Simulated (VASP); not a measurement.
# Lattice vibrations of ZnCu2SnS4

Aim: the phonon dispersion and thermal properties of ZnCu2SnS4. The start is a cell from a database of measured crystal structures.

Calculated with VASP 6.6.1; PBEsol, no spin polarisation; plane waves and PAW (Sn, Zn, Cu, S).

### 1. The starting structure

The structure is tetragonal, space group I-4 (No. 82). Conventional cell: a = 5.434 Å, b = 5.434 Å, c = 10.850 Å, α = 90.00°, β = 90.00°, γ = 90.00°. Sn has 4 S at 2.41 Å nearest. Nearest to Zn lie 4 S at 2.33 Å. Cu has 4 S at 2.33 Å nearest. Nearest to Cu lie 4 S at 2.33 Å. Nearest to S lie 1 Zn at 2.33 Å and 2 Cu at 2.33 Å and 1 Sn at 2.41 Å. Farther neighbours and most contacts between anions are not listed.

Coordinates:

```cif
data_structure
_symmetry_space_group_name_H-M 'P 1'
_symmetry_Int_Tables_number 1
_cell_length_a 6.6478
_cell_length_b 6.6478
_cell_length_c 6.6478
_cell_angle_alpha 131.751
_cell_angle_beta 131.751
_cell_angle_gamma 70.622
_cell_volume 160.20
loop_
_atom_site_label
_atom_site_type_symbol
_atom_site_fract_x
_atom_site_fract_y
_atom_site_fract_z
_atom_site_occupancy
Sn1 Sn 0.50000 0.50000 0.00000 1
Zn2 Zn 0.25000 0.75000 0.50000 1
Cu3 Cu 0.75000 0.25000 0.50000 1
Cu4 Cu 0.00000 0.00000 0.00000 1
S5 S 0.62799 0.62839 0.51280 1
S6 S 0.88481 0.37201 0.00040 1
S7 S 0.11559 0.11519 0.48720 1
S8 S 0.37161 0.88441 0.99960 1
```

### 2. Relax the host

First cell and atoms are relaxed at a raised cutoff, so that later runs start from this functional's own cell.

INCAR reads:

```
SYSTEM = ZnCu2SnS4
PREC = Accurate
ENCUT = 390
EDIFF = 1E-06
NELM = 120
ISMEAR = 0
SIGMA = 0.05
LREAL = .FALSE.
ALGO = Normal
GGA = PS
NBANDS = 39
LASPH = .TRUE.
LORBIT = 11
LWAVE = .FALSE.
LCHARG = .FALSE.
KPAR = 4
IBRION = 2
NSW = 40
ISIF = 3
EDIFFG = -0.02
POTIM = 0.4
```

POSCAR reads:

```
ZnCu2SnS4
1.0
   -2.7171000000      2.7171000000      5.4248000000
    2.7171000000     -2.7171000000      5.4248000000
    2.7171000000      2.7171000000     -5.4248000000
Sn Zn Cu S
1 1 2 4
Direct
    0.5000000000      0.5000000000      0.0000000000
    0.2500000000      0.7500000000      0.5000000000
    0.7500000000      0.2500000000      0.5000000000
    0.0000000000      0.0000000000      0.0000000000
    0.6279900000      0.6283900000      0.5128000000
    0.8848100000      0.3720100000      0.0004000000
    0.1155900000      0.1151900000      0.4872000000
    0.3716100000      0.8844100000      0.9996000000
```

KPOINTS reads:

```
Automatic mesh
0
Gamma
5 5 5
0 0 0
```

Potentials, in the order of the species: Sn, Zn, Cu and S (PBE family, release 64).

The run is started by

```console
> mpirun -np 4 vasp_std
```

The program printed:

```text
[banner, memory and clock lines left out]
running    4 mpi-ranks, on    1 nodes
 distrk:  each k-point on    1 cores,    4 groups
 distr:  one band on    1 cores,    1 groups

 POSCAR found type information on POSCAR SnZnCuS
 POSCAR found :  4 types and       8 ions
|                                                                             |
|               ----> ADVICE to this user running VASP <----                  |
|                                                                             |
|     You enforced a specific xc type in the INCAR file but a different       |
|     [... a line on the potential file left out ...]
|     I HOPE YOU KNOW WHAT YOU ARE DOING!                                     |
|                                                                             |

 LDA part: xc-table for (Slater+PW92), standard interpolation
 POSCAR, INCAR and KPOINTS ok, starting setup
 FFT: planning ... GRIDC
 FFT: planning ... GRID_SOFT
 FFT: planning ... GRID
 WAVECAR not read
 entering main loop
       N       E                     dE             d eps       ncg     rms          rms(c)
DAV:   1     0.483771255776E+03    0.48377E+03   -0.22377E+04  1638   0.143E+03
DAV:   2     0.299635958168E+02   -0.45381E+03   -0.43423E+03  1659   0.357E+02
DAV:   3    -0.344787290544E+02   -0.64442E+02   -0.62894E+02  2284   0.150E+02
DAV:   4    -0.381531054962E+02   -0.36744E+01   -0.36449E+01  2413   0.375E+01
DAV:   5    -0.382611479576E+02   -0.10804E+00   -0.10794E+00  2217   0.601E+00    0.173E+01
DAV:   6    -0.379885274474E+02    0.27262E+00   -0.41514E+01  2550   0.114E+02    0.126E+01
DAV:   7    -0.356189753494E+02    0.23696E+01   -0.11426E+01  2268   0.945E+01    0.770E+00
DAV:   8    -0.358488760755E+02   -0.22990E+00   -0.44850E+00  2468   0.279E+01    0.397E+00
DAV:   9    -0.357076302978E+02    0.14125E+00   -0.13397E+00  2190   0.224E+01    0.737E-01
DAV:  10    -0.357044905980E+02    0.31397E-02   -0.93456E-02  2414   0.632E+00    0.299E-01
DAV:  11    -0.357054425886E+02   -0.95199E-03   -0.14040E-02  2613   0.239E+00    0.231E-01
DAV:  12    -0.357055453928E+02   -0.10280E-03   -0.17787E-03  2629   0.109E+00    0.849E-02
DAV:  13    -0.357055775138E+02   -0.32121E-04   -0.31375E-04  2231   0.153E-01    0.376E-02
DAV:  14    -0.357055663341E+02    0.11180E-04   -0.82731E-05  2493   0.195E-01    0.155E-02
DAV:  15    -0.357055696385E+02   -0.33044E-05   -0.18825E-05  2269   0.319E-02    0.663E-03
DAV:  16    -0.357055708847E+02   -0.12462E-05   -0.10656E-06  1256   0.204E-02    0.209E-03
DAV:  17    -0.357055709390E+02   -0.54321E-07   -0.72269E-07  1218   0.138E-02
   1 F= -.35705571E+02 E0= -.35705571E+02  d E =-.357056E+02
 curvature:   0.00 expect dE= 0.000E+00 dE for cont linesearch  0.000E+00
 trial: gam= 0.00000 g(F)=  0.690E-01 g(S)=  0.342E-01 ort = 0.000E+00 (trialstep = 0.100E+01)
 search vector abs. value=  0.103E+00
 bond charge predicted
       N       E                     dE             d eps       ncg     rms          rms(c)
DAV:   1    -0.362084478562E+02   -0.50288E+00   -0.93547E+00  2414   0.393E+01    0.578E+00
DAV:   2    -0.361336883385E+02    0.74760E-01   -0.68366E+00  2070   0.507E+01    0.353E+00
DAV:   3    -0.357844313706E+02    0.34926E+00   -0.16774E+00  2086   0.360E+01    0.107E+00
DAV:   4    -0.357935166867E+02   -0.90853E-02   -0.31947E-01  2582   0.455E+00    0.959E-01
DAV:   5    -0.357845100726E+02    0.90066E-02   -0.42848E-02  2470   0.414E+00    0.430E-01
DAV:   6    -0.357837045302E+02    0.80554E-03   -0.61256E-03  2495   0.626E-01    0.142E-01
DAV:   7    -0.357834951505E+02    0.20938E-03   -0.11436E-03  2319   0.768E-01    0.608E-02
DAV:   8    -0.357834572733E+02    0.37877E-04   -0.29230E-04  2669   0.558E-01    0.617E-02
DAV:   9    -0.357834583272E+02   -0.10538E-05   -0.74073E-05  2616   0.184E-01    0.547E-02
DAV:  10    -0.357834595201E+02   -0.11929E-05   -0.36337E-05  2829   0.911E-02    0.131E-02
DAV:  11    -0.357834576910E+02    0.18291E-05   -0.13173E-05  2582   0.804E-02    0.721E-03
DAV:  12    -0.357834570993E+02    0.59177E-06   -0.14334E-06  1176   0.149E-02
   2 F= -.35783457E+02 E0= -.35783457E+02  d E =-.778862E-01
[...]
3 F= -.35807113E+02 E0= -.35807112E+02  d E =-.101542E+00
[...]
4 F= -.35824697E+02 E0= -.35824647E+02  d E =-.175842E-01
[...]
5 F= -.35824703E+02 E0= -.35824655E+02  d E =-.175907E-01
[...]
6 F= -.35824700E+02 E0= -.35824655E+02  d E =-.175874E-01
[...]
7 F= -.35825091E+02 E0= -.35825049E+02  d E =-.391134E-03
[...]
8 F= -.35825153E+02 E0= -.35825114E+02  d E =-.452608E-03
 curvature:  -0.52 expect dE=-0.590E-04 dE for cont linesearch -0.261E-04
 ZBRENT: interpolating
 opt :   2.3636  next Energy=   -35.825213 (dE=-0.513E-03)
 bond charge predicted
       N       E                     dE             d eps       ncg     rms          rms(c)
DAV:   1    -0.358252860091E+02   -0.13348E-03   -0.12830E-02  2260   0.840E-01    0.113E-01
DAV:   2    -0.358252983014E+02   -0.12292E-04   -0.23396E-03  2476   0.861E-01    0.666E-02
DAV:   3    -0.358252265656E+02    0.71736E-04   -0.54006E-04  2284   0.529E-01    0.368E-02
DAV:   4    -0.358252206852E+02    0.58804E-05   -0.44184E-05  2492   0.813E-02    0.220E-02
DAV:   5    -0.358252185548E+02    0.21304E-05   -0.91068E-06  2165   0.735E-02    0.928E-03
DAV:   6    -0.358252183106E+02    0.24413E-06   -0.51673E-06  1662   0.732E-02
   9 F= -.35825218E+02 E0= -.35825178E+02  d E =-.518340E-03
 curvature:  -1.21 expect dE=-0.412E-04 dE for cont linesearch -0.286E-09
 trial: gam= 0.04879 g(F)=  0.175E-04 g(S)=  0.165E-04 ort =-0.328E-06 (trialstep = 0.141E+01)
 search vector abs. value=  0.351E-04
 reached required accuracy - stopping structural energy minimisation
```

Run time: 5.1 min. Hardware: 4 MPI ranks of Intel Xeon Platinum 8375C at 2.90GHz (Ice Lake), shared host; peak memory 1.6 GiB; 20 min of CPU time.

The logs omit lines about the potential files and the build; timing stands in the text.

OUTCAR, selected parts (step 2):

```text
ion  position               nearest neighbor table
   1  0.500  0.500  0.000-   5 2.41   6 2.41   7 2.41   8 2.41
   2  0.250  0.750  0.500-   5 2.33   6 2.33   7 2.33   8 2.33
   3  0.750  0.250  0.500-   6 2.33   7 2.33   8 2.33   5 2.33
   4  0.000  0.000  0.000-   8 2.33   5 2.33   7 2.33   6 2.33
   5  0.628  0.628  0.513-   2 2.33   4 2.33   3 2.33   1 2.41
   6  0.885  0.372  0.000-   2 2.33   4 2.33   3 2.33   1 2.41
   7  0.116  0.115  0.487-   2 2.33   4 2.33   3 2.33   1 2.41
   8  0.372  0.884  1.000-   2 2.33   4 2.33   3 2.33   1 2.41

  LATTYP: Found a body centered tetragonal cell.
 ALAT       =     5.4342000000
 C/A-ratio  =     1.9965404291

 Subroutine GETGRP returns: Found  4 space group operations
 (whereof  4 operations were pure point group operations)

The static configuration has the point symmetry S_4 .

 Found     21 irreducible k-points:

   k-points           NKPTS =     21   k-points in BZ     NKDIM =     21   number of bands    NBANDS=     39

   dimension x,y,z NGX =    48 NGY =   48 NGZ =   48
   dimension x,y,z NGXF=    96 NGYF=   96 NGZF=   96

   ENCUT  =  390.0 eV  28.66 Ry    5.35 a.u.  10.70 10.70 10.70*2*pi/ulx,y,z

   NELECT =      62.0000    total number of electrons

 k-points in reciprocal lattice and weights: Automatic mesh
   0.00000000  0.00000000  0.00000000       0.008
   0.20000000  0.00000000  0.00000000       0.064
   0.40000000 -0.00000000  0.00000000       0.064
   0.20000000  0.20000000  0.00000000       0.064
   0.40000000  0.20000000  0.00000000       0.064
  -0.40000000 -0.20000000 -0.40000000       0.064
  -0.40000000  0.20000000 -0.00000000       0.064
   0.40000000 -0.20000000 -0.20000000       0.064
  -0.20000000  0.20000000  0.00000000       0.032
[...]
-0.40000000  0.40000000  0.40000000       0.032
  -0.40000000 -0.40000000  0.40000000       0.016

 average (electrostatic) potential at core
       1 -45.1694       2 -34.5648       3 -65.7190       4 -65.7368       5 -87.4271
       6 -87.4271       7 -87.4271       8 -87.4271

 E-fermi :   4.7168

 k-point     1 :       0.0000    0.0000    0.0000
  band No.  band energies     occupation
    ...
     27       2.8213      2.00000
     28       3.0148      2.00000
     29       4.5927      1.99955
     30       4.5927      1.99955
     31       4.6506      1.93885
     32       4.7828      0.06205
     33       6.4353      0.00000
     34       7.3195      0.00000
     35       8.2604      0.00000
     36       8.2604      0.00000
    ...

 k-point     2 :       0.2000    0.0000    0.0000
  band No.  band energies     occupation
    ...
     27       2.9847      2.00000
     28       3.1308      2.00000
     29       3.7904      2.00000
     30       4.2491      2.00000
     31       4.4831      2.00000
     32       5.6517      0.00000
     33       7.0225      0.00000
     34       7.6069      0.00000
     35       7.9520      0.00000
     36       8.1211      0.00000
    ...

 k-point     3 :       0.4000   -0.0000    0.0000
  band No.  band energies     occupation
    ...
     27       3.1365      2.00000
     28       3.2915      2.00000
     29       3.4686      2.00000
     30       3.6337      2.00000
     31       4.1579      2.00000
     32       6.1457      0.00000
     33       7.6327      0.00000
     34       7.7451      0.00000
     35       8.3302      0.00000
     36       8.7142      0.00000
    ...

  Total       -0.0308300     -0.0308300      0.0390723     -0.0000000      0.0000000     -0.0000000
  in kB       -0.3176555     -0.3176555      0.4025799     -0.0000004      0.0000000     -0.0000000
  external PRESSURE =      -0.0775770 kB  Pullay stress =       0.0000000 kB

  energy-cutoff  :      390.00
  volume of cell :      155.50
      direct lattice vectors                 reciprocal lattice vectors
    -2.690165737  2.690165736  5.371666570    -0.000000000  0.185862155  0.093080982
     2.690165737 -2.690165736  5.371666570     0.185862155  0.000000000  0.093080982
     2.690165736  2.690165737 -5.371666570     0.185862155  0.185862155  0.000000000

 POSITION                                       TOTAL-FORCE (eV/Angst)
 -----------------------------------------------------------------------------------
      0.00000      0.00000      5.37167        -0.000000      0.000000     -0.000000
      2.69017      0.00000      2.68583        -0.000000      0.000000      0.000000
     -0.00000      2.69017      2.68583        -0.000000      0.000000      0.000000
      0.00000      0.00000      0.00000        -0.000000      0.000000     -0.000000
      1.39685      1.44270      3.97558         0.001613      0.009566     -0.004364
      1.24746      4.08702      1.39608        -0.009566      0.001613      0.004364
      1.29331      1.24746     -1.39608        -0.001613     -0.009566     -0.004364
      1.44270     -1.39685      6.76775         0.009566     -0.001613      0.004364
 -----------------------------------------------------------------------------------
    total drift:                               -0.000012     -0.000012     -0.000005

  FREE ENERGIE OF THE ION-ELECTRON SYSTEM (eV)
  ---------------------------------------------------
  free  energy   TOTEN  =       -35.8252183106 eV

  energy  without entropy=      -35.8251386821  energy(sigma->0) =      -35.82517850

 reached required accuracy - stopping structural energy minimisation

 total charge
# of ion       s       p       d       tot
------------------------------------------
    1        1.338   1.626   0.315   3.278
    2        0.541   0.496   9.797  10.834
    3        0.390   0.410   9.252  10.052
    4        0.390   0.408   9.251  10.048
    5        1.323   2.365   0.000   3.688
    6        1.323   2.365   0.000   3.688
    7        1.323   2.365   0.000   3.688
    8        1.323   2.365   0.000   3.688
--------------------------------------------------
tot          7.950  12.399  28.615  48.963

[... 3 further parts left out ...]
```

CONTCAR:

```
ZnCu2SnS4
   1.00000000000000
    -2.6901657370206382    2.6901657360056155    5.3716665701063695
     2.6901657370206382   -2.6901657360056155    5.3716665701063695
     2.6901657360056155    2.6901657370206382   -5.3716665701063695
  Sn              Zn              Cu              S
     1     1     2     4
Direct
     0.5000000000000000    0.5000000000000000    0.0000000000000000
     0.2500000000000000    0.7500000000000000    0.5000000000000000
     0.7500000000000000    0.2500000000000000    0.5000000000000000
     0.0000000000000000    0.0000000000000000    0.0000000000000000
     0.6381948775474587    0.6296731761457910    0.5277653784306857
     0.8895705008832271    0.3618051224525413    0.9914782985983254
     0.1019077977150981    0.1104294991167730    0.4722346215693142
     0.3703268238542091    0.8980922022849019    0.0085217014016749
```

This run has no spin polarisation, so a moment on Cu, if there is one, isn't seen. The gap is read on the k-mesh alone, so it is an upper bound where the band edges lie off the mesh. The PAW data sets were made with PBE, which is usual practice but a small mismatch for other functionals. The data set Sn keeps the semicore shell frozen, which is cheaper and a little less accurate. The run keeps the 4 symmetry operations of its start, so it cannot find a distortion of lower symmetry.

The steps of the relaxation:

```csv
step,energy less that of the first step (eV),largest force (eV/Å),pressure (GPa),volume (Å³)
1,0.0000,0.6683,-1.54,160.20
2,-0.0779,0.4620,-0.19,156.66
3,-0.1015,0.2559,1.26,153.46
4,-0.1191,0.0529,0.00,155.39
5,-0.1191,0.0521,-0.02,155.36
6,-0.1191,0.0514,0.05,155.32
7,-0.1195,0.0270,-0.01,155.41
8,-0.1196,0.0224,-0.04,155.56
9,-0.1196,0.0106,-0.01,155.50
```

| conventional cell, symmetrised | before | after | change |
| --- | --- | --- | --- |
| a (Å) | 5.434 | 5.380 | -1.0 % |
| b (Å) | 5.434 | 5.380 | -1.0 % |
| c (Å) | 10.850 | 10.743 | -1.0 % |
| volume (Å³/atom) | 20.02 | 19.44 | -2.9 % |

The atoms that moved most (Å, as changes of fractional coordinates times the final cell):

```csv
atom,dx,dy,dz,length
S6,-0.064,0.016,0.019,0.069
S7,-0.016,-0.064,-0.019,0.069
S8,0.064,-0.016,0.019,0.069
S5,0.016,0.064,-0.019,0.069
```

The relaxed structure:

```cif
data_structure
_symmetry_space_group_name_H-M 'P 1'
_symmetry_Int_Tables_number 1
_cell_length_a 6.5825
_cell_length_b 6.5825
_cell_length_c 6.5825
_cell_angle_alpha 131.755
_cell_angle_beta 131.755
_cell_angle_gamma 70.616
_cell_volume 155.50
loop_
_atom_site_label
_atom_site_type_symbol
_atom_site_fract_x
_atom_site_fract_y
_atom_site_fract_z
_atom_site_occupancy
Sn1 Sn 0.50000 0.50000 0.00000 1
Zn2 Zn 0.25000 0.75000 0.50000 1
Cu3 Cu 0.75000 0.25000 0.50000 1
Cu4 Cu 0.00000 0.00000 0.00000 1
S5 S 0.63819 0.62967 0.52777 1
S6 S 0.88957 0.36181 0.99148 1
S7 S 0.10191 0.11043 0.47223 1
S8 S 0.37033 0.89809 0.00852 1
```

Numbers from this step:

* electronic cycles: 82
* electrons: 62
* free energy (TOTEN): -35.83 eV
* Fermi energy: 4.717 eV
* pressure: -0.007758 GPa
* labelled metallic, from the levels on this mesh: no
* gap on the k-mesh: 0.1322 eV
* least direct gap on the k-mesh: 0.1322 eV

The run ended after 9 ionic steps, 0.120 eV below its first step, once forces and stress met EDIFFG = -0.02.

(Part 1 of 2 ends here.)

[Lines on the potential files, build, host, timing and source positions are cut from VASP's logs without a mark.]

[Logs are printed without paths, hosts, clocks, repeated set-up lines and the standing remarks that a program may print on its own settings, such as how far it seeks lower states.]

[Hosts, paths, dates, database ids (printed as entryN), source tags and the programs' standing remarks are cut or masked in the printed files.]

[Runs that stopped without an error message from VASP are left out.]
